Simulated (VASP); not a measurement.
These are PBE GGA with D3 dispersion (Becke-Johnson damping), VASP's PBE PAW potentials (set 64) (plane waves; VASP) values and carry that method's errors.

The input files of a VASP run:

**KPOINTS**
```
Regular mesh
0
gamma
17 17 17
0 0 0
```

### INCAR
```
ALGO  =  Normal
EDIFF  =  1E-7
ENCUT  =  520
GGA  =  PE
ISIF  =  2
ISMEAR  =  1
IVDW  =  12
LASPH  =  .True.
LCHARG  =  .False.
LMAXMIX  =  4
LREAL  =  .False.
LWAVE  =  .False.
NELM  =  100
PREC  =  Accurate
SIGMA  =  0.1
SYSTEM  =  V
```

File POSCAR:
```
V
1
   -1.4903211479     1.4903211479     1.4903211479
    1.4903211479    -1.4903211479     1.4903211479
    1.4903211479     1.4903211479    -1.4903211479
V
1
Direct
  0.0000000000   0.0000000000   0.0000000000
```

POTCAR, in this order: V_sv (PBE.64 set). Program: vasp_std.

The resulting files:

**OSZICAR**
```
       N       E                     dE             d eps       ncg     rms          rms(c)
DAV:   1     0.871011755614E+02    0.87101E+02   -0.73386E+03  3302   0.142E+03
DAV:   2    -0.883282046452E+01   -0.95934E+02   -0.93902E+02  3414   0.372E+02
DAV:   3    -0.103450966776E+02   -0.15123E+01   -0.14805E+01  3444   0.549E+01
DAV:   4    -0.103543123794E+02   -0.92157E-02   -0.92145E-02  3374   0.459E+00
DAV:   5    -0.103544201912E+02   -0.10781E-03   -0.10781E-03  3424   0.486E-01    0.188E+01
DAV:   6    -0.901398705761E+01    0.13404E+01   -0.53515E+00  3314   0.349E+01    0.190E+00
DAV:   7    -0.899495159084E+01    0.19035E-01   -0.21941E-02  3322   0.212E+00    0.982E-01
DAV:   8    -0.898687381475E+01    0.80778E-02   -0.66037E-03  3322   0.143E+00    0.696E-02
DAV:   9    -0.898690951480E+01   -0.35700E-04   -0.88798E-05  3334   0.159E-01    0.332E-02
DAV:  10    -0.898691324831E+01   -0.37335E-05   -0.78755E-06  3316   0.341E-02    0.138E-03
DAV:  11    -0.898691404503E+01   -0.79671E-06   -0.65085E-08  1802   0.411E-03    0.699E-04
DAV:  12    -0.898691435666E+01   -0.31164E-06   -0.21546E-08  1652   0.269E-03    0.335E-04
DAV:  13    -0.898691437689E+01   -0.20225E-07   -0.29767E-09  1650   0.948E-04
   1 F= -.96782867E+01 E0= -.96778769E+01  d E =-.122922E-02
```

OUTCAR:
```
------------------------ aborting loop because EDIFF is reached ----------------------------------------
 Edisp (eV)   -0.69137
  FORCE on cell =-STRESS in cart. coord.  units (eV):
  Direction    XX          YY          ZZ          XY          YZ          ZX
  --------------------------------------------------------------------------------------
  Total      -0.43766    -0.43766    -0.43766    -0.00000    -0.00000    -0.00000
  in kB     -52.95953   -52.95953   -52.95953    -0.00000    -0.00000    -0.00000
  external pressure =      -52.96 kB  Pullay stress =        0.00 kB
  volume of cell :       13.24
      direct lattice vectors                 reciprocal lattice vectors
    -1.490321148  1.490321148  1.490321148     0.000000000  0.335498158  0.335498158
     1.490321148 -1.490321148  1.490321148     0.335498158  0.000000000  0.335498158
     1.490321148  1.490321148 -1.490321148     0.335498158  0.335498158  0.000000000
 POSITION                                       TOTAL-FORCE (eV/Angst)
 -----------------------------------------------------------------------------------
      0.00000      0.00000      0.00000         0.000000     -0.000000     -0.000000
 -----------------------------------------------------------------------------------
    total drift:                                0.000000      0.000000      0.000000
  FREE ENERGIE OF THE ION-ELECTRON SYSTEM (eV)
  ---------------------------------------------------
  free  energy   TOTEN  =        -9.6782866881 eV

  energy  without entropy=       -9.6770574666  energy(sigma->0) =       -9.67787695
```
(Selected blocks of OUTCAR.)

The compound is V in the bcc structure. This cell is one point of a volume scan, at 1.03 of the reference volume. The run is not spin-polarised, so no magnetic state was tried.
